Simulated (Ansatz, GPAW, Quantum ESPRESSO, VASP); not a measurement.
## CsAu (Pm-3m, 2 atoms in the cell) computed with different codes at matched settings

Self-consistent single point, at a second geometry (lattice scaled by 0.98). First geometry:

```
CELL_PARAMETERS angstrom
      4.18306     0.00000     0.00000
      0.00000     4.18306     0.00000
      0.00000     0.00000     4.18306
ATOMIC_POSITIONS crystal
  Cs 0.00000 0.00000 0.00000
  Au 0.50000 0.50000 0.50000
```

Shared settings, as Ansatz (a quantum-chemistry and plane-wave program) writes them: kpoints.mp_grid.grid = 6 6 6; scf.occupations.method = fermi_dirac; scf.occupations.width = 0.0037 Ry. Potentials and cutoffs stand in the table.

```
code                                                                              model  ΔF from the first geometry (meV/atom)  pressure (GPa)  gap on the mesh (eV)   cutoff
----------------  ---------------------------------------------------------------------  -------------------------------------  --------------  --------------------  -------
VASP                                         PBEsol, VASP's PBE PAW potentials (set 64)                                    4.8            0.67                 0.692   300 eV
GPAW                              PBEsol, GPAW PAW datasets PBEsol (made by gpaw-setup)                                    5.9            0.98                 0.647   600 eV
Ansatz                                          PBEsol, default PAW files made with PBE                                    3.5            0.78                 0.721  30.9 Ry
Quantum ESPRESSO  PBEsol, PseudoDojo standard norm-conserving (PBESOL) pseudopotentials                                    2.7            0.72                 0.730    80 Ry
```

Gaps are read on the mesh.

On Ansatz's run: spin-orbit coupling is off.

The spread over the programs that give each value: ΔF from the first geometry within 3.2 meV/atom; pressure within 0.31 GPa; gap on the mesh within 0.083 eV.

Ansatz's pressure is given at a fixed set of plane waves, as the other plane-wave codes print theirs.

VASP's run is marked for a possible Pulay error in its stress at this cutoff; no cutoff test was made.

The starting cell comes from a database of computed structures (which also holds hypothetical and non-ambient phases and stackings), without a prior relaxation at this level. Its lattice was rescaled by a random factor within 2.5 % of one. For this run, on top of that: lattice scaled by 0.98.

Left out of this page: ABINIT, CP2K, Elk and SIESTA (not drawn, or without a comparable value); FLEUR (with a known weakness of the program).

Keys are those of Ansatz 0.2.
